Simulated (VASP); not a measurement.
Computed with PBE GGA, VASP's PBE PAW potentials (set 64) (plane waves; VASP).

A VASP calculation is set up with these files.

### INCAR
```
# general
SYSTEM  = WC
PREC    = Accurate
ENCUT   = 520   # plane-wave cut-off (eV)
LREAL   = .FALSE.   # projection in real space or not
LASPH   = .TRUE.   # aspherical one-centre terms

# electronic loop
EDIFF   = 1E-6
NELM    = 100   # most electronic steps
ALGO    = Normal   # blocked Davidson
LMAXMIX = 6

# smearing
ISMEAR  = 1
SIGMA   = 0.1   # width (eV)

# functional
GGA     = PE

# ions
ISIF    = 2   # forces and stress, cell fixed

# output
LWAVE   = .FALSE.
LCHARG  = .FALSE.
```

KPOINTS:
```
Automatic mesh
0
Gamma
13 13 12
0 0 0
```

**POSCAR**
```
WC
2.9231270
  0.5040041025  -0.8637014403   0.0000000000
  0.5040041025   0.8637014403   0.0000000000
  0.0000000000   0.0000000000   0.9576559623
W C
1 1
Cartesian
  0.0000000000   0.0000000000   0.0000000000
  0.5209910567   0.2879010559   0.4788279811
```

POTCAR, in this order: W C (PBE.64 set). Program: vasp_std.

What VASP printed:

**OUTCAR**
```
 ion  position               nearest neighbor table
   1  0.000  0.000  0.000-   2 2.17   2 2.17   2 2.19   2 2.19   2 2.23   2 2.23
   2  0.350  0.684  0.500-   1 2.17   1 2.17   1 2.19   1 2.19   1 2.23   1 2.23
  LATTYP: Found a base centered orthorhombic cell.
 ALAT       =     2.9465360000
 B/A-ratio  =     1.7136793849
 C/A-ratio  =     0.9500477849
 Subroutine PRICEL returns:
 Original cell was already a primitive cell.
 Subroutine GETGRP returns: Found  2 space group operations
The static configuration has the point symmetry C_1h.
The dynamic configuration has the point symmetry C_1h.
 Subroutine INISYM returns: Found  2 space group operations
 Subroutine IBZKPT returns following result:
 Found    595 irreducible k-points:

 Following reciprocal coordinates:
            Coordinates               Weight
  0.000000  0.000000  0.000000      1.000000
  0.076923  0.000000  0.000000      2.000000
  0.000000  0.076923  0.000000      2.000000
  0.153846 -0.000000  0.000000      2.000000
 -0.000000  0.153846  0.000000      2.000000
  0.230769 -0.000000  0.000000      2.000000
 -0.000000  0.230769  0.000000      2.000000
  0.307692 -0.000000  0.000000      2.000000
 -0.000000  0.307692  0.000000      2.000000
  0.384615  0.000000  0.000000      2.000000
  0.000000  0.384615  0.000000      2.000000
  0.461538 -0.000000  0.000000      2.000000
 -0.000000  0.461538  0.000000      2.000000
  0.076923  0.076923  0.000000      2.000000
  0.153846  0.076923  0.000000      2.000000
  0.076923  0.153846  0.000000      2.000000
  0.230769  0.076923  0.000000      2.000000
  0.076923  0.230769  0.000000      2.000000
  0.307692  0.076923  0.000000      2.000000
  0.076923  0.307692  0.000000      2.000000
  0.384615  0.076923  0.000000      2.000000
  0.076923  0.384615  0.000000      2.000000
  0.461538  0.076923  0.000000      2.000000
  0.076923  0.461538  0.000000      2.000000
 -0.461538  0.076923  0.000000      2.000000
  0.076923 -0.461538  0.000000      2.000000
 -0.384615  0.076923  0.000000      2.000000
  0.076923 -0.384615  0.000000      2.000000
 -0.307692  0.076923  0.000000      2.000000
  0.076923 -0.307692  0.000000      2.000000
 -0.230769  0.076923  0.000000      2.000000
  0.076923 -0.230769  0.000000      2.000000
 -0.153846  0.076923  0.000000      2.000000
  0.076923 -0.153846  0.000000      2.000000
 -0.076923  0.076923  0.000000      2.000000
  0.153846  0.153846  0.000000      2.000000
  0.230769  0.153846  0.000000      2.000000
  0.153846  0.230769  0.000000      2.000000
  0.307692  0.153846  0.000000      2.000000
  0.153846  0.307692  0.000000      2.000000
   k-points           NKPTS =    595   k-points in BZ     NKDIM =    595   number of bands    NBANDS=      9
   number of dos      NEDOS =    301   number of ions     NIONS =      2
   total plane-waves  NPLWV =  13824
   dimension x,y,z NGX =    24 NGY =   24 NGZ =   24
   dimension x,y,z NGXF=    48 NGYF=   48 NGZF=   48
   ions per type =               1   1
   PREC   = accura    normal or accurate (medium, high low for compatibility)
   ISTART =      0    job   : 0-new  1-cont  2-samecut
   ICHARG =      2    charge: 1-file 2-atom 10-const
   ISPIN  =      1    spin polarized calculation?
   LNONCOLLINEAR =      F non collinear calculations
   LSORBIT =      F    spin-orbit coupling
   INIWAV =      1    electr: 0-lowe 1-rand  2-diag
   ENCUT  =  520.0 eV  38.22 Ry    6.18 a.u.   5.44  5.44  5.20*2*pi/ulx,y,z
   NELM   =    100;   NELMIN=  2; NELMDL= -5     # of ELM steps
   EDIFF  = 0.1E-05   stopping-criterion for ELM
   LREAL  =      F    real-space projection
...
```

### OSZICAR
```
       N       E                     dE             d eps       ncg     rms          rms(c)
DAV:   1     0.249316488919E+02    0.24932E+02   -0.51489E+03 10726   0.100E+03
DAV:   2    -0.237722121652E+02   -0.48704E+02   -0.47321E+02 13781   0.226E+02
DAV:   3    -0.256501704455E+02   -0.18780E+01   -0.18469E+01 13965   0.372E+01
DAV:   4    -0.256725571357E+02   -0.22387E-01   -0.22351E-01 14945   0.374E+00
DAV:   5    -0.256726684024E+02   -0.11127E-03   -0.11122E-03 13614   0.210E-01    0.341E+01
DAV:   6    -0.226119603867E+02    0.30607E+01   -0.17538E+01 11740   0.278E+01    0.113E+01
DAV:   7    -0.225272371907E+02    0.84723E-01   -0.63242E-01 11227   0.724E+00    0.812E+00
DAV:   8    -0.224887531682E+02    0.38484E-01   -0.10265E-01 12452   0.279E+00    0.157E+00
DAV:   9    -0.224857412669E+02    0.30119E-02   -0.10232E-02 11479   0.712E-01    0.138E-01
DAV:  10    -0.224856617620E+02    0.79505E-04   -0.54961E-04 12757   0.228E-01    0.168E-01
DAV:  11    -0.224856584688E+02    0.32932E-05   -0.26761E-05 12097   0.442E-02    0.177E-02
DAV:  12    -0.224856567358E+02    0.17330E-05   -0.18592E-06  8984   0.113E-02    0.342E-03
DAV:  13    -0.224856567720E+02   -0.36211E-07   -0.14727E-07  5653   0.382E-03
   1 F= -.22485657E+02 E0= -.22485721E+02  d E =0.194160E-03
```

**OUTCAR**
```
------------------------ aborting loop because EDIFF is reached ----------------------------------------
  FORCE on cell =-STRESS in cart. coord.  units (eV):
  Direction    XX          YY          ZZ          XY          YZ          ZX
  --------------------------------------------------------------------------------------
  Total       -0.3778121      0.2365679      1.9477278     -0.2955752      0.0000000      0.0000000
  in kB      -29.0674016     18.2006137    149.8506248    -22.7404073      0.0000000      0.0000000
  external PRESSURE =      46.3279457 kB  Pullay stress =       0.0000000 kB
  volume of cell :       20.82
      direct lattice vectors                 reciprocal lattice vectors
     1.473268000 -2.524709000  0.000000000     0.339381565 -0.198042626  0.000000000
     1.473268000  2.524709000  0.000000000     0.339381565  0.198042626  0.000000000
     0.000000000  0.000000000  2.799350000     0.000000000  0.000000000  0.357225785
 POSITION                                       TOTAL-FORCE (eV/Angst)
 -----------------------------------------------------------------------------------
      0.00000      0.00000      0.00000         0.788754      0.042956      0.000000
      1.52292      0.84157      1.39968        -0.788754     -0.042956      0.000000
 -----------------------------------------------------------------------------------
    total drift:                                0.000010      0.000103      0.000000
  FREE ENERGIE OF THE ION-ELECTRON SYSTEM (eV)
  ---------------------------------------------------
  free  energy   TOTEN  =       -22.4856567720 eV

  energy  without entropy=      -22.4858509324  energy(sigma->0) =      -22.48572149
```
(Selected blocks of OUTCAR.)

File OUTCAR:
```
 val. band max:        8.2569007041   @ k =   0.0769  -0.1538   0.5000

 cond. band min:       8.2665299761   @ k =   0.4615  -0.0000   0.5000


 Fermi energy:         8.2659523101

 k-point     1 :       0.0000    0.0000    0.0000
  band No.  band energies     occupation
      1      -6.1473      2.00000
      2       3.9788      2.00000
      3       4.7233      2.00000
      4       4.9146      2.00000
      5       8.6081     -0.00001
      6      11.4416      0.00000
      7      11.5646      0.00000
      8      13.6078      0.00000
      9      14.1894      0.00000

 k-point     2 :       0.0769    0.0000    0.0000
  band No.  band energies     occupation
      1      -6.0004      2.00000
      2       3.9719      2.00000
      3       4.6494      2.00000
      4       4.9728      2.00000
      5       8.1055      2.04575
      6      11.4938      0.00000
      7      12.0288      0.00000
      8      13.3608      0.00000
      9      14.0989      0.00000

 k-point     3 :       0.0000    0.0769    0.0000
  band No.  band energies     occupation
      1      -6.0051      2.00000
      2       3.9923      2.00000
      3       4.5558      2.00000
      4       5.0482      2.00000
      5       8.1715      2.03680
      6      11.4044      0.00000
      7      12.0266      0.00000
      8      13.5055      0.00000
      9      13.9565      0.00000

 k-point     4 :       0.1538   -0.0000    0.0000
  band No.  band energies     occupation
      1      -5.5781      2.00000
      2       3.5811      2.00000
      3       4.6734      2.00000
      4       5.3649      2.00000
      5       7.1797      2.00000
      6      11.3563      0.00000
      7      12.6874      0.00000
      8      13.1152      0.00000
      9      13.7897      0.00000

 k-point     5 :      -0.0000    0.1538    0.0000
  band No.  band energies     occupation
      1      -5.5977      2.00000
      2       3.6051      2.00000
      3       4.5797      2.00000
...
```

Unless said otherwise, spin-orbit coupling is left out, though it shifts the bands of the heavy elements here.

The compound is WC in the wc structure. The cell was not relaxed at this level, atoms are displaced from their ideal sites. The run is one of a series of settings (POTCAR W C (PBE.64 set) against the base run), some of them coarse on purpose.
